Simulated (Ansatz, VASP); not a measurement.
# Cross-check of Be (Beryllium) between VASP and Ansatz, part 2 of 2

Wanted: the spread between two codes on one cell, functional and k mesh. The cell is taken from a series of runs on this material, whose earlier steps may have relaxed, scaled, displaced or heated it; both programs get it as it stands.

VASP 6.6.1 and Ansatz 0.2.0.

So far: Set-up; VASP: relaxation of cell and atoms, PBE with D3(BJ), pair 1; Ansatz: relaxation of cell and atoms, PBE with D3(BJ), pair 1; Side by side; Ansatz: relaxation of cell and atoms, PBE with D3(BJ), pair 2.

## Step 6: VASP: relaxation of cell and atoms, PBE with D3(BJ), pair 2

Level of this step: PBE with D3(BJ); plane waves and PAW (Be) (VASP).

The same cell, functional, mesh and smearing now go to VASP, with its own data sets.

The input, INCAR:

```
SYSTEM = Be
PREC = Accurate
ENCUT = 600
EDIFF = 1E-07
NELM = 120
ISMEAR = 1
SIGMA = 0.2
LREAL = .FALSE.
ALGO = Normal
GGA = PE
IVDW = 12
NBANDS = 8
LORBIT = 11
LWAVE = .FALSE.
LCHARG = .FALSE.
ISIF = 3
IBRION = 2
NSW = 80
EDIFFG = -0.005
LASPH = .TRUE.
GGA_COMPAT = .FALSE.
NELMIN = 4
KPAR = 2
```

The input, POSCAR:

```
Be
1.0
    2.2169370000      0.0000000000      0.0000000000
   -1.1084690000      1.9199240000      0.0000000000
    0.0000000000      0.0000000000      3.4931070000
Be
2
Direct
    0.3333333969      0.6666664930      0.2500000716
    0.6666670542      0.3333335070      0.7499999284
```

The input, KPOINTS:

```
Automatic mesh
0
Gamma
30 30 16
0 0 0
```

Potentials, in the order of the species: Be (PBE family, release 64).

The run is started by

```sh
> mpirun -np 2 vasp_std
```

Numbers of over 12 decimals in the logs are rounded to 6 here.

Output:

```text
[... set-up lines as in an earlier step ...]
 entering main loop
       N       E                     dE             d eps       ncg     rms          rms(c)
DAV:   1    -0.245322221242E+01   -0.24532E+01   -0.20183E+03 13176   0.467E+02
DAV:   2    -0.756689999574E+01   -0.51137E+01   -0.49707E+01 21176   0.580E+01
DAV:   3    -0.758666589058E+01   -0.19766E-01   -0.19744E-01 14184   0.307E+00
DAV:   4    -0.758668025801E+01   -0.14367E-04   -0.14368E-04 19576   0.851E-02
[...]
DAV:  10    -0.751048998816E+01    0.13703E-06   -0.27330E-09 12736   0.491E-04    0.278E-04
DAV:  11    -0.751048987196E+01    0.11620E-06   -0.26458E-09  6840   0.554E-04    0.695E-06
DAV:  12    -0.751048986862E+01    0.33429E-08   -0.12809E-10  6560   0.114E-04
   1 F= -.82675057E+01 E0= -.82676172E+01  d E =-.826751E+01
[...]
N       E                     dE             d eps       ncg     rms          rms(c)
DAV:   1    -0.751149562434E+01   -0.10058E-02   -0.11676E-04 17704   0.793E-02    0.400E-03
DAV:   2    -0.751149499791E+01    0.62643E-06   -0.43391E-07 15104   0.542E-03    0.248E-03
DAV:   3    -0.751149414717E+01    0.85074E-06   -0.79561E-08 15216   0.351E-03    0.104E-04
DAV:   4    -0.751149414316E+01    0.40132E-08   -0.24254E-10  6760   0.159E-04
   2 F= -.82675236E+01 E0= -.82676327E+01  d E =-.178950E-04
 trial-energy change:   -0.000018  1 .order   -0.000019   -0.000037   -0.000002
 step:   1.0572(harm=  1.0429)  dis= 0.00000  next Energy=    -8.267524 (dE=-0.179E-04)
 reached required accuracy - stopping structural energy minimisation
```

From OUTCAR (step 6):

```text
 Edisp (eV)   -0.75702

 Edisp (eV)   -0.75603

  Total       0.00072     0.00072     0.00139    -0.00000     0.00000     0.00000
  in kB       0.07793     0.07793     0.15011    -0.00000     0.00000     0.00000
  external pressure =        0.10 kB  Pullay stress =        0.00 kB

 POSITION                                       TOTAL-FORCE (eV/Angst)
 -----------------------------------------------------------------------------------
      0.00000      1.28017      0.87408        -0.000000      0.000000      0.000000
      1.10866      0.64009      2.62222         0.000000     -0.000000     -0.000000
 -----------------------------------------------------------------------------------
    total drift:                                0.000002      0.000001     -0.000001

  FREE ENERGIE OF THE ION-ELECTRON SYSTEM (eV)
  ---------------------------------------------------
  free  energy   TOTEN  =        -8.2675235805 eV

  energy  without entropy=       -8.2678510152  energy(sigma->0) =       -8.26763273

[... 1 part as in an earlier step ...]

[... 3 further parts left out ...]
[key lines of the parts left out:]
E-fermi :   7.4859
```

## Step 7: Comparison

Both answers:

| quantity | Ansatz | VASP | difference |
| --- | --- | --- | --- |
| volume (Å³) | 14.87 | 14.89 | -0.14 % |
| edge a after relaxation, in the typed setting (Å) | 2.216 | 2.217 | -0.05 % |
| edge c after relaxation, in the typed setting (Å) | 3.495 | 3.496 | -0.05 % |

## Step 8: VASP: zone-centre phonons, PBE with D3(BJ)

Second derivatives magnify differences that forces hide, and they need a tight electronic threshold.

The input, INCAR:

```
SYSTEM = Be
PREC = Accurate
ENCUT = 600
EDIFF = 1E-08
NELM = 120
ISMEAR = 1
SIGMA = 0.2
LREAL = .FALSE.
ALGO = Normal
GGA = PE
IVDW = 12
NBANDS = 8
LORBIT = 11
LWAVE = .FALSE.
LCHARG = .FALSE.
ISIF = 2
IBRION = 6
NFREE = 2
POTIM = 0.015
NSW = 1
LASPH = .TRUE.
GGA_COMPAT = .FALSE.
KPAR = 2
```

The input, POSCAR:

```
Be
1.0
    2.2163132234      0.0000000000      0.0000000000
   -1.1081566117      1.9193835542      0.0000000000
    0.0000000000      0.0000000000      3.4945848434
Be
2
Direct
    0.3333333333      0.6666666667      0.2500000000
    0.6666666667      0.3333333333      0.7500000000
```

KPOINTS is that of step 6.

The run is started by

```sh
> mpirun -np 2 vasp_std
```

Output:

```text
[... set-up lines as in an earlier step ...]
 entering main loop
       N       E                     dE             d eps       ncg     rms          rms(c)
DAV:   1    -0.267551243810E+01   -0.26755E+01   -0.19829E+03 13272   0.463E+02
DAV:   2    -0.756862661731E+01   -0.48931E+01   -0.47608E+01 20928   0.573E+01
DAV:   3    -0.758655663846E+01   -0.17930E-01   -0.17860E-01 14384   0.298E+00
DAV:   4    -0.758656932473E+01   -0.12686E-04   -0.12686E-04 19344   0.801E-02
[...]
DAV:  10    -0.751038965367E+01    0.14241E-06   -0.29604E-09 15440   0.510E-04    0.278E-04
DAV:  11    -0.751038953946E+01    0.11421E-06   -0.26846E-09 11120   0.574E-04    0.650E-06
DAV:  12    -0.751038953464E+01    0.48226E-08   -0.64357E-11  6640   0.631E-05
   1 F= -.82675144E+01 E0= -.82676234E+01  d E =0.327172E-03
[...]
2 F= -.82670578E+01 E0= -.82671640E+01  d E =0.318682E-03
[...]
3 F= -.82670578E+01 E0= -.82671640E+01  d E =0.318683E-03
[...]
4 F= -.82664483E+01 E0= -.82665578E+01  d E =0.328325E-03
[...]
5 F= -.82664484E+01 E0= -.82665578E+01  d E =0.328325E-03
 Finite differences progress:
  Degree of freedom:   2/  2
  Displacement:        2/  2
  Total:               4/  4
```

From OUTCAR (step 8):

```text
 Edisp (eV)   -0.75712

 Edisp (eV)   -0.75712

  Total       0.01809     0.01809     0.02543     0.00000     0.00000     0.00000
  in kB       1.94942     1.94942     2.74022     0.00000     0.00000     0.00000
  external pressure =        2.21 kB  Pullay stress =        0.00 kB

 POSITION                                       TOTAL-FORCE (eV/Angst)
 -----------------------------------------------------------------------------------
     -0.00000      1.27959      0.85865        -0.000000      0.000000      0.142162
      1.10816      0.63979      2.62094         0.000000      0.000000     -0.142162
 -----------------------------------------------------------------------------------
    total drift:                               -0.000000      0.000000     -0.000000

  FREE ENERGIE OF THE ION-ELECTRON SYSTEM (eV)
  ---------------------------------------------------
  free  energy   TOTEN  =        -8.2664483511 eV

  energy  without entropy=       -8.2667766763  energy(sigma->0) =       -8.26655779

[... 1 part as in an earlier step ...]

[... 2 further parts left out ...]
[key lines of the parts left out:]
E-fermi :   7.4970
```

Levels, forces or a CONTCAR printed for this step are those of its last displaced cell, not of the structure at rest.

## Step 9: Ansatz: zone-centre phonons, PBE with D3(BJ)

The same cell, functional, mesh and smearing now go to Ansatz, which takes its cutoff from its data sets.

The cell is taken from a series of runs on this material, whose earlier steps may have relaxed, scaled, displaced or heated it; both programs get it as it stands.

The input, input.yaml:

```yaml
crystal:
  lattice:
    - [2.2163132234, 0.0, 0.0]
    - [-1.1081566117, 1.9193835542, 0.0]
    - [0.0, 0.0, 3.4945848434]
  atoms:
    - { symbol: Be, position: [0.3333333333, 0.6666666667, 0.25] }
    - { symbol: Be, position: [0.6666666667, 0.3333333333, 0.75] }
kpoints:
  mp_grid: { grid: [30, 30, 16] }
hamiltonian:
  xc: pbe
  dispersion: d3bj
scf:
  occupations: { method: methfessel_paxton, width: 0.2 }
output:
  eigenvalues: true
phonons:
  method: dfpt
```

The run is started by

```sh
> ansatz run input.yaml --threads 4 --pin off --max-ram 7168MiB --backend cpu --events-out ev --progress --plain --runs-dir out
```

Output:

```text
zone centre: on kpoints.mp_grid the ground state, and the responses unless they are solved on pairs of k-points, stand on 2169 of the mesh's 14400 k-points, reduced under 4 symmetry operations, with k and −k counted as one. Each operation leaves every solved displacement unchanged or reverses it
[...]
Crystal: 2 atoms, lattice volume = 14.866 Å³
[...]
pairwise dispersion correction: d3bj (s6 = 1.0, s8 = 0.7875, a1 = 0.4289, a2_bohr = 4.4407), with the weights of each atom's references fixed at the reference crystal's, and the forces and stress that the weights' published response gives there kept as a pressure on the atom's counted neighbours (hamiltonian.dispersion)
  ASR residual per site (eV/Å²): 6.39e-5 6.39e-5
  Γ frequencies (cm⁻¹): 0.00 0.00 0.00 494.94 494.94 752.25
  non-analytic LO–TO correction: not included (Born effective charges unavailable; polar crystals: no LO–TO splitting at Γ)
[key lines of the parts left out:]
SCF converged after 5 iterations
Free energy (F): -186.262452 eV
Fermi energy:    8.668057 eV
```

## Step 10: Differences

What differs besides the data sets and the points named for the pairs above, as far as they apply: Ansatz takes the dispersion share of the force constants at frozen C6 weights, VASP differentiates the full forces; VASP uses finite displacements, Ansatz perturbation theory. Total energies have different zeros and are not compared.

The two programs side by side:

| quantity | Ansatz | VASP | difference |
| --- | --- | --- | --- |
| optical mode 1 to 2 (cm⁻¹) | 494.9 | 494.8 | +0.02 % |
| optical mode 3 (cm⁻¹) | 752.2 | 756.2 | -0.53 % |

Modes are paired by rising frequency, not by their patterns, so a pair may set unlike modes beside each other; they are those without the splitting of longitudinal modes.

## Step 11: Outcome

```yaml
difference_in_volume_relaxation_of_cell_and_atoms_pbe_with_d3_bj_pair_1: -0.15 %
difference_in_volume_relaxation_of_cell_and_atoms_pbe_with_d3_bj_pair_2: -0.14 %
r_m_s_difference_of_the_optical_zone_centre_modes_each_program_s_sorted_by_frequency_zone_centre_phonons_pbe_with_d3_bj: 2.3 cm⁻¹
difference_in_optical_mode_3_zone_centre_phonons_pbe_with_d3_bj: -0.5 %
```

What this shows: The difference in volume is -0.15 % (relaxation of cell and atoms, PBE with D3(BJ), pair 1), within the 1.2 % picked in this series as the mark of a large difference, as far as the stopping tolerances let one tell. Among the rows given in per cent, the largest difference of the zone-centre phonons, PBE with D3(BJ) pair is in optical mode 3, -0.5 %. 1 further run of this series is not shown here. How closely two codes agree says nothing of how well the functional describes the real material.

[Lines on the potential files, build, host, timing and source positions are cut from VASP's logs without a mark.]

[Logs are printed without paths, hosts, clocks, repeated set-up lines and the standing remarks that a program may print on its own settings, such as how far it seeks lower states.]

[Hosts, paths, dates, database ids (printed as entryN), source tags and the programs' standing remarks are cut or masked in the printed files.]
